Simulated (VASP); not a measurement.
# Sn3TeS2 (P6/mmm) in VASP: relaxation of cell and atoms with PBE

Aim: the relaxation of cell and atoms of Sn3TeS2 with PBE.

All numbers are computed with VASP 6.6.1; they aren't measurements. Logs are shortened: lines on timing, memory, paths and dates and some standing lists are left out, and cuts for length are marked.

**1. The structure**

Symmetry: P6/mmm, No. 191, hexagonal system. Conventional cell: a = 6.691 Å, b = 6.691 Å, c = 4.187 Å, α = 90.00°, β = 90.00°, γ = 120.00°. Sn (site symmetry mmm) is surrounded by 4 S at 2.85 Å. Te (site symmetry 6/mmm) is surrounded by 6 S at 3.86 Å and 12 Sn at 3.95 Å and 2 Te at 4.19 Å. Around S (site symmetry -6m2) lie 6 Sn at 2.85 Å.

The cell was built by a generator and needn't be a form met in nature.

**2. Relaxation of cell and atoms, PBE**

The input, INCAR:

```
PREC = Normal
ENCUT = 520
EDIFF = 1E-4
ISMEAR = 0
SIGMA = 0.15
LREAL = False
LASPH = True
NELM = 60
ALGO = Fast
ISIF = 3
LWAVE = False
LCHARG = False
GGA = PE
IBRION = 2
NSW = 24
EDIFFG = -0.08
```

The input, KPOINTS:

```
regular mesh
0
Gamma
  3 3 4
```

The input, POSCAR:

```
Sn3TeS2
1.0
    6.6906735500      0.0000000000      0.0000000000
   -3.3453367800      5.7942932700      0.0000000000
    0.0000000000      0.0000000000      4.1866583700
Sn Te S
3 1 2
Direct
    0.5000000000      0.0000000000      0.5000000000
    0.5000000000      0.5000000000      0.5000000000
    0.0000000000      0.5000000000      0.5000000000
    0.0000000000      0.0000000000      0.0000000000
    0.3333333300      0.6666666700      0.0000000000
    0.6666666700      0.3333333300      0.0000000000
```

Potentials or basis: VASP PAW PBE potentials, release 64 (Sn_d, Te, S).

Command:

```bash
> cat potpaw_PBE.64/Sn_d/POTCAR potpaw_PBE.64/Te/POTCAR potpaw_PBE.64/S/POTCAR > POTCAR
> mpirun -np 1 vasp_std > vasp.out
```

OUTCAR:

```text
PREC = Normal
   ENCUT = 520
   EDIFF = 1E-4
   ISMEAR = 0
   LREAL = False
   LASPH = True
   NELM = 60
   ISIF = 3
   GGA = PE
   IBRION = 2
   NSW = 24
   EDIFFG = -0.08

 ion  position               nearest neighbor table
   1  0.500  0.000  0.500-   5 2.85   6 2.85   5 2.85   6 2.85   3 3.35   3 3.35   2 3.35   2 3.35

   2  0.500  0.500  0.500-   5 2.85   6 2.85   5 2.85   6 2.85   3 3.35   3 3.35   1 3.35   1 3.35

   3  0.000  0.500  0.500-   5 2.85   6 2.85   5 2.85   6 2.85   2 3.35   2 3.35   1 3.35   1 3.35

   4  0.000  0.000  0.000-
   5  0.333  0.667  0.000-   3 2.85   3 2.85   1 2.85   1 2.85   2 2.85   2 2.85
   6  0.667  0.333  0.000-   3 2.85   3 2.85   1 2.85   1 2.85   2 2.85   2 2.85

  LATTYP: Found a hexagonal cell.
 ALAT       =     6.6906735500
 C/A-ratio  =     0.6257454259

  Lattice vectors:

 A1 = (   6.6906735500,   0.0000000000,   0.0000000000)
 A2 = (  -3.3453367800,   5.7942932700,   0.0000000000)
 A3 = (   0.0000000000,   0.0000000000,   4.1866583700)

Analysis of symmetry for initial positions (statically):
=====================================================================
 Subroutine PRICEL returns:
 Original cell was already a primitive cell.

 Routine SETGRP: Setting up the symmetry group for a
 hexagonal supercell.

 Subroutine GETGRP returns: Found 24 space group operations
 (whereof 24 operations were pure point group operations)
 out of a pool of 24 trial point group operations.

The static configuration has the point symmetry D_6h.

Analysis of symmetry for dynamics (positions and initial velocities):
=====================================================================
 Subroutine PRICEL returns:
 Original cell was already a primitive cell.

 Routine SETGRP: Setting up the symmetry group for a
 hexagonal supercell.

 Subroutine GETGRP returns: Found 24 space group operations
 (whereof 24 operations were pure point group operations)
 out of a pool of 24 trial point group operations.

The dynamic configuration has the point symmetry D_6h.

 Subroutine INISYM returns: Found 24 space group operations
 (whereof 24 operations are pure point group operations),
 and found     1 'primitive' translations

----------------------------------------------------------------------------------------

                                     Primitive cell

  volume of cell :     162.3072

  direct lattice vectors                    reciprocal lattice vectors
     6.690673550  0.000000000  0.000000000     0.149461783  0.086291801  0.000000000
    -3.345336780  5.794293270  0.000000000     0.000000000  0.172583601  0.000000000
     0.000000000  0.000000000  4.186658370     0.000000000  0.000000000  0.238853977

  length of vectors
     6.690673550  6.690673559  4.186658370     0.172583602  0.172583601  0.238853977

  position of ions in fractional coordinates (direct lattice)
     0.500000000  0.000000000  0.500000000
     0.500000000  0.500000000  0.500000000
     0.000000000  0.500000000  0.500000000
     0.000000000  0.000000000  0.000000000
     0.333333330  0.666666670  0.000000000
     0.666666670  0.333333330  0.000000000

  ion indices of the primitive-cell ions
   primitive index   ion index
                 1           1
                 2           2
                 3           3
                 4           4
                 5           5
                 6           6

----------------------------------------------------------------------------------------

 KPOINTS: regular mesh

Automatic generation of k-mesh.
 Grid dimensions read from file:
 generate k-points for:    3    3    4

 Generating k-lattice:

  Cartesian coordinates                     Fractional coordinates (reciprocal lattice)
     0.049820594  0.028763934  0.000000000     0.333333333  0.000000000  0.000000000
     0.000000000  0.057527867  0.000000000     0.000000000  0.333333333  0.000000000
     0.000000000  0.000000000  0.059713494     0.000000000  0.000000000  0.250000000

  Length of vectors
     0.057527867  0.057527867  0.059713494

  Shift w.r.t. Gamma in fractional coordinates (k-lattice)
     0.000000000  0.000000000  0.000000000

 Subroutine IBZKPT returns following result:
 ===========================================

 Found      9 irreducible k-points:

 Following reciprocal coordinates:
            Coordinates               Weight
  0.000000  0.000000  0.000000      1.000000
  0.333333 -0.000000  0.000000      6.000000
  0.333333  0.333333  0.000000      2.000000
  0.000000  0.000000  0.250000      2.000000
  0.333333 -0.000000  0.250000     12.000000
  0.333333  0.333333  0.250000      4.000000
  0.000000  0.000000  0.500000      1.000000
  0.333333 -0.000000  0.500000      6.000000
  0.333333  0.333333  0.500000      2.000000
   k-points           NKPTS =      9   k-points in BZ     NKDIM =      9   number of bands    NBANDS=     36
   number of dos      NEDOS =    301   number of ions     NIONS =      6
   total plane-waves  NPLWV =  38400
   dimension x,y,z NGX =    40 NGY =   40 NGZ =   24
   dimension x,y,z NGXF=    80 NGYF=   80 NGZF=   48
   ions per type =               3   1   2
   NGX,Y,Z   is equivalent  to a cutoff of   9.94,  9.94,  9.53 a.u.
   NGXF,Y,Z  is equivalent  to a cutoff of  19.88, 19.88, 19.06 a.u.
 SYSTEM =  unknown system
   PREC   = normal    normal or accurate (medium, high low for compatibility)
   ISTART =      0    job   : 0-new  1-cont  2-samecut
   ICHARG =      2    charge: 1-file 2-atom 10-const
   ISPIN  =      1    spin polarized calculation?
   LNONCOLLINEAR =      F non collinear calculations
   LSORBIT =      F    spin-orbit coupling
   LASPH  =      T    aspherical Exc in radial PAW
   ENCUT  =  520.0 eV  38.22 Ry    6.18 a.u.  12.44 12.44  7.78*2*pi/ulx,y,z
   NELM   =     60;   NELMIN=  2; NELMDL= -5     # of ELM steps
   EDIFF  = 0.1E-03   stopping-criterion for ELM
   LREAL  =      F    real-space projection
   EDIFFG = -.8E-01   stopping-criterion for IOM
   NSW    =     24    number of steps for IOM
   IBRION =      2    ionic relax: 0-MD 1-quasi-New 2-CG
   NFREE  =      1    steps in history (QN), initial steepest desc. (CG)
   ISIF   =      3    stress and relaxation
   ISYM   =      2    0-nonsym 1-usesym 2-fastsym
   POTIM  = 0.5000    time-step for ionic-motion
   TEBEG  =    0.0;   TEEND  =   0.0 temperature during run
   PSTRESS=    0.0 pullay stress
   NELECT =      60.0000    total number of electrons
   NUPDOWN=      -1.0000    fix difference up-down
   EMIN   =  10.00;   EMAX   =-10.00  energy-range for DOS
   EFERMI =   0.00;   METHOD = LEGACY
   ISMEAR =     0;   SIGMA  =   0.15  broadening in eV -4-tet -1-fermi 0-gaus
   EFERMI_NEDOS =   21; number of points for ismear=-14 and -15
   IALGO  =     68    algorithm
   IMIX   =      4    mixing-type and parameters
     AMIX     =   0.40;   BMIX     =  1.00
     AMIX_MAG =   1.60;   BMIX_MAG =  1.00
  volume/ion in A,a.u.               =      27.05       182.55
  Fermi-wavevector in a.u.,A,eV,Ry     =   1.174932  2.220299 18.782361  1.380465
  Thomas-Fermi vector in A             =   2.311321
   LORBIT       =      0    0 simple, 1 ext, 2 COOP (PROOUT), +10 PAW based schemes
   GGA     = PE    functional components
   LHFCALC =     F    Hartree Fock is set to
   AEXX    =    0.0000 exact exchange contribution
   IVDW    =     0    specifies the selected vdW correction
   LEPSILON=     F    determine dielectric tensor
   LRPA    =     F    only Hartree local field effects (RPA)
 conjugate gradient relaxation of ions
 non-spin polarized calculation
 RMM-DIIS sequential band-by-band and
 Gauss-broadening in eV      SIGMA  =   0.15
  energy-cutoff  :      520.00
  volume of cell :      162.31
 maximum number of plane-waves:      4386
   NGX = 25   NGY = 25   NGZ = 15

--------------------------------------- Ionic step        1  -------------------------------------------

 number of electron      60.0000009 magnetization

 Free energy of the ion-electron system (eV)
  ---------------------------------------------------
  ext. energy  EPLUGINS =         0.00000000
  ---------------------------------------------------
  free energy    TOTEN  =       -22.55720938 eV

  energy without entropy =      -22.51586876  energy(sigma->0) =      -22.53653907

------------------------ aborting loop because EDIFF is reached ----------------------------------------

  FORCE on cell =-STRESS in cart. coord.  units (eV):
  Direction    XX          YY          ZZ          XY          YZ          ZX
  --------------------------------------------------------------------------------------
  -------------------------------------------------------------------------------------
  Total        3.5629570      3.5629571     -4.2857837     -0.0000000     -0.0000000      0.0000000
  in kB       35.1708879     35.1708880    -42.3061001     -0.0000000     -0.0000000      0.0000000
  external PRESSURE =       9.3452252 kB  Pullay stress =       0.0000000 kB
[... 225 lines left out ...]
  energy  without entropy=      -22.9385908877  energy(sigma->0) =      -22.94583742

--------------------------------------- Ionic step        7  -------------------------------------------

 number of electron      59.9999974 magnetization

 Free energy of the ion-electron system (eV)
  ---------------------------------------------------
  ext. energy  EPLUGINS =         0.00000000
  ---------------------------------------------------
  free energy    TOTEN  =       -22.96256995 eV

  energy without entropy =      -22.95134487  energy(sigma->0) =      -22.95695741

 E-fermi :   5.6441     XC(G=0):  -9.2749

 val. band max:        5.3560367379   @ k =   0.0000   0.0000   0.0000
 cond. band min:       5.7061045267   @ k =   0.0000   0.0000   0.5000
 fundamental gap:      0.3500677887
 Fermi energy:         5.6440579475

 k-point     1 :       0.0000    0.0000    0.0000
  band No.  band energies     occupation
      1     -16.3979      2.00000
      2     -16.3889      2.00000
      3     -16.3889      2.00000
      4     -16.3808      2.00000
      5     -16.3689      2.00000
      6     -16.3689      2.00000
[... 373 lines left out ...]
  FREE ENERGIE OF THE ION-ELECTRON SYSTEM (eV)
  ---------------------------------------------------
  free  energy   TOTEN  =       -22.9625699523 eV

  energy  without entropy=      -22.9513448687  energy(sigma->0) =      -22.95695741

 reached required accuracy - stopping structural energy minimisation
```

It took 1.7 min on 1 thread of Intel Xeon Platinum 8488C (Sapphire Rapids), shared host; peak memory 0.22 GiB.

Results:

| Property | Result |
| --- | --- |
| Free energy | -22.9626 eV |
| Relaxed volume | 29.51 Å³/atom |
| Relaxed cell | a = 7.252 Å, b = 7.252 Å, c = 3.887 Å, α = 90.00°, β = 90.00°, γ = 120.00° |
| Space group after relaxing (to 0.05 Å) | P6/mmm (No. 191) |
| Energy gained by relaxing | 67.6 meV/atom |
| Ionic steps | 7 |
| Pressure after relaxing | -0.3 GPa |
| Band gap on the k mesh | none (metal or under the smearing width) |

Step by step:
```csv
step,energy change (eV),largest force (eV/Å),pressure (GPa),volume (Å³)
1,0.0000,0.0000,0.93,162.31
2,-0.2698,0.0000,1.25,165.82
3,-0.3744,0.0000,1.28,171.37
4,-0.3952,0.0000,1.09,170.22
5,-0.3961,0.0000,1.19,169.93
6,-0.3959,0.0000,1.15,170.06
7,-0.4054,0.0000,-0.30,177.06
```

Final structure:
```cif
data_structure
_symmetry_space_group_name_H-M 'P 1'
_symmetry_Int_Tables_number 1
_cell_length_a 7.2522
_cell_length_b 7.2522
_cell_length_c 3.8873
_cell_angle_alpha 90.000
_cell_angle_beta 90.000
_cell_angle_gamma 120.000
_cell_volume 177.06
loop_
_atom_site_label
_atom_site_type_symbol
_atom_site_fract_x
_atom_site_fract_y
_atom_site_fract_z
_atom_site_occupancy
Sn1 Sn 0.50000 0.00000 0.50000 1
Sn2 Sn 0.50000 0.50000 0.50000 1
Sn3 Sn 0.00000 0.50000 0.50000 1
Te1 Te 0.00000 0.00000 0.00000 1
S1 S 0.33333 0.66667 0.00000 1
S2 S 0.66667 0.33333 0.00000 1
```

Levels at points of the mesh, in eV from the Fermi level:
```tsv
k point	band 26	band 27	band 28	band 29	band 30	band 31	band 32	band 33	band 34	band 35
(0.00, 0.00, 0.00)	-1.86	-1.86	-0.45	-0.29	-0.29	0.48	1.77	1.77	2.36	2.36
(0.00, 0.00, 0.50)	-3.02	-2.76	-1.33	-1.33	-0.78	-0.78	0.06	0.52	3.16	3.16
```

Caveat: the k mesh is coarse (spacing up to 0.38 Å⁻¹), so the values aren't converged; the relaxation stopped at a loose force limit of 0.08 eV/Å, so its end isn't a converged minimum. The run has no spin-orbit coupling, so splittings on Te are missing.
